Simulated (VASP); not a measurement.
Input:

```
Sn
1.0
   -2.91500     2.91500     1.59000
    2.91500    -2.91500     1.59000
    2.91500     2.91500    -1.59000
Sn
2
Direct
  0.25000   0.75000   0.50000
  0.00000   0.00000   0.00000
```

All values below come from optB86b-vdW, VASP's PBE PAW potentials (set 64) (plane waves; VASP). Numerical set-up: 520 eV cut-off, 12×12×12 Γ-centred mesh, first-order Methfessel-Paxton smearing of 0.10 eV, potentials Sn_d.

Energy and stress use the plane-wave basis of the starting cell.

Task: The ions, cell shape and volume are relaxed. Predict the relaxed structure.

Result: 
```
Sn
1.0
   -2.94008     2.94008     1.60086
    2.94008    -2.94008     1.60086
    2.94008     2.94008    -1.60086
Sn
2
Direct
  0.25000   0.75000   0.50000
  0.00000   0.00000   0.00000
```
Space group I4_1/amd (141), at a tolerance of 0.03 Å.

Task: How do energy and volume change from the first to the last step?

Result: The energy (σ→0) changes by -2.6 meV/atom and the volume by +2.4 %, in 3 ionic steps.

```csv
step,E(σ→0) (eV),max force (eV/Å),pressure (GPa),volume (Å³)
1,-1.3919,0.000,1.26,54.04
2,-1.3967,0.000,-0.33,55.72
3,-1.3971,0.000,0.01,55.35
```

The compound is Sn in the beta structure. This run relaxes it. Symmetry was kept, so distortions that lower it aren't found.
